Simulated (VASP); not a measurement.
Calculation: PBE GGA, VASP's PBE PAW potentials (set 64) (plane waves; VASP).

Input for VASP

### KPOINTS
```
kpoints
0
Gamma
 6 6 6
0 0 0
```

**INCAR**
```
ISIF=3
PREC=Accurate
LWAVE=.FALSE.
LASPH=.TRUE.   ! aspherical one-centre terms
IBRION=2   ! conjugate gradients
SIGMA=0.05
NELM=100   ! most electronic steps
ENCUT=400
LREAL=.FALSE.   ! projection in real space or not
LCHARG=.FALSE.
SYSTEM=KI
LMAXMIX=4   ! l cut-off of mixed one-centre charges
EDIFFG=-0.01   ! ionic stop
NSW=60
ISMEAR=0
EDIFF=1E-6
ALGO=Normal
GGA=PE
```

**POSCAR**
```
KI
1
    0.0000000000     3.5350000000     3.5350000000
    3.5350000000     0.0000000000     3.5350000000
    3.5350000000     3.5350000000     0.0000000000
K I
1 1
Direct
  0.0000000000   0.0000000000   0.0000000000
  0.5000000000   0.5000000000   0.5000000000
```

POTCAR, in this order: K_sv I (PBE.64 set). Program: vasp_std.

Energy and stress use the plane-wave basis of the starting cell. Unless said otherwise, spin-orbit coupling is left out, though it shifts the bands of the heavy elements here.

Task: Predict the energy per atom (σ→0), volume per atom, band gap (on the k-mesh).

Result: 
| Property | Value |
|---|---|
| energy per atom (σ→0) | -2.782 eV/atom |
| band gap (on the k-mesh) | 3.85 eV |
| volume per atom | 46.39 Å³/atom |

OSZICAR:
```
...
       N       E                     dE             d eps       ncg     rms          rms(c)
DAV:   1    -0.556644698820E+01   -0.19279E-02   -0.41329E-02   456   0.189E+00    0.276E-01
DAV:   2    -0.556498843073E+01    0.14586E-02   -0.33334E-03   504   0.524E-01    0.109E-01
DAV:   3    -0.556456521552E+01    0.42322E-03   -0.12641E-03   664   0.277E-01    0.876E-02
DAV:   4    -0.556458287824E+01   -0.17663E-04   -0.34863E-05   660   0.406E-02    0.339E-02
DAV:   5    -0.556458906986E+01   -0.61916E-05   -0.40824E-05   716   0.361E-02    0.677E-03
DAV:   6    -0.556458933922E+01   -0.26936E-06   -0.23262E-07   304   0.506E-03
   4 F= -.55645893E+01 E0= -.55645893E+01  d E =-.769883E-02
```

The compound is KI in the rock salt structure. This run relaxes it. Symmetry was kept, so distortions that lower it aren't found.
